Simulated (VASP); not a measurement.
Set up this calculation in VASP 6.6.1, as the native input.

```yaml
Task: relaxation of cell and atoms
Functional: r2SCAN
Potentials_or_basis: VASP PAW PBE potentials, release 64 (W_sv)
Cutoff: 600 eV
k_mesh: 20 × 20 × 20
Occupations: methfessel-paxton, width 0.1 eV
Spin: no spin polarisation
Further_INCAR_settings: ALGO = Normal; EDIFF = 1e-06; IBRION = 2; EDIFFG = -0.01; NSW = 90; ISIF = 3
```

The structure of W lies in POSCAR:

```
W
1.0
   -1.5823450000      1.5823450000      1.5823450000
    1.5823450000     -1.5823450000      1.5823450000
    1.5823450000      1.5823450000     -1.5823450000
W
1
Direct
    0.0000000000      0.0000000000      0.0000000000
```

One way to write it, as run:

INCAR

```
PREC     = Accurate       # precision mode
ENCUT    = 600            # plane-wave cutoff, eV
EDIFF    = 1E-6           # SCF threshold, eV
ISMEAR   = 1              # smearing method
SIGMA    = 0.1            # smearing width, eV
LREAL    = F              # projectors in reciprocal space
LASPH    = T              # aspherical terms in the spheres
NELM     = 80             # most SCF steps
ALGO     = Normal         # electronic algorithm
ISIF     = 3              # what is computed and relaxed
LWAVE    = F              # write WAVECAR
LCHARG   = F              # write CHGCAR
METAGGA  = R2SCAN         # meta-GGA
LMIXTAU  = T            
IBRION   = 2              # ionic algorithm
NSW      = 90             # ionic steps
EDIFFG   = -0.01          # ionic threshold
```

KPOINTS

```
Automatic mesh
0
Gamma
  20 20 20
```

Potentials or basis: VASP PAW PBE potentials, release 64 (W_sv).

The run is started by

```console
$ cat potpaw_PBE.64/W_sv/POTCAR > POTCAR
$ mpirun -np 1 vasp_std > vasp.out
```

It gave:

```yaml
Relaxed_volume: 15.96 Å³/atom
Relaxed_cell: a = 2.747 Å, b = 2.747 Å, c = 2.747 Å, α = 109.47°, β = 109.47°, γ = 109.47°
Space_group_after_relaxing_to_0.05_Å: Im-3m (No. 229)
Energy_gained_by_relaxing: 0.8 meV/atom
Ionic_steps: 3
Pressure_after_relaxing: 0.0 GPa
Band_gap_on_the_k_mesh: none (metal or under the smearing width)
```

Caveat: the PAW data sets were made with another functional, which shifts forces and pressure a little.

Run time: 2.5 min on 1 thread of Intel(R) Xeon(R) 6975P-C (Granite Rapids), with other jobs on the host, peak memory 0.19 GiB.
